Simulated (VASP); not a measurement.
Here is the system:

```xyz
2
Lattice="0.0000 2.7521 2.7521 2.7521 0.0000 2.7521 2.7521 2.7521 0.0000" Properties=species:S:1:pos:R:3 pbc="T T T"
Mg     0.0000     0.0000     0.0000
Se     2.7521     2.7521     2.7521
```

Computed with PBE GGA, VASP's PBE PAW potentials (set 64) (plane waves; VASP). Run with 520 eV cut-off, Gaussian smearing of 0.050 eV, potentials Mg Se.

What does the run give for the band gap (along the path) with the smallest direct gap where there is one?

The band gap (along the path) comes out as 1.75 eV and the smallest direct gap (along the path) is 2.40 eV.

Total energies compare only between runs with the same potentials, cut-off and functional.

The compound is MgSe in the rock salt structure. It was relaxed first.
